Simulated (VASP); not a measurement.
Here is the system:

```xyz
5
Lattice="2.6727 0.0000 0.0000 -1.3364 2.3146 0.0000 0.0000 0.0000 25.8316" Properties=species:S:1:pos:R:3 pbc="T T T"
Rh     1.3364     0.7715     8.5941
Rh     0.0000     1.5431    10.7360
Rh     0.0000     0.0000    12.9158
Rh     1.3364     0.7715    15.0956
Rh     0.0000     1.5431    17.2375
```

Method: PBEsol GGA, VASP's PBE PAW potentials (set 64) (plane waves; VASP 6.6.1). Run with PREC = Normal, 400 eV cut-off, 12×12×1 Γ-centred mesh, first-order Methfessel-Paxton smearing of 0.10 eV, potentials Rh_pv.

Q: Predict the energy per atom (σ→0), band gap (on the k-mesh) with the smallest direct gap where there is one.

A: 
```
Property                                                     Value
------------------------  ----------------------------------------
band gap (on the k-mesh)  none (metal, semimetal or under 0.01 eV)
energy per atom (σ→0)                               -7.767 eV/atom
```

Total energies compare only between runs with the same potentials, cut-off and functional.

The cell is a thin slab with vacuum, built from Rh (fcc): (111) face.
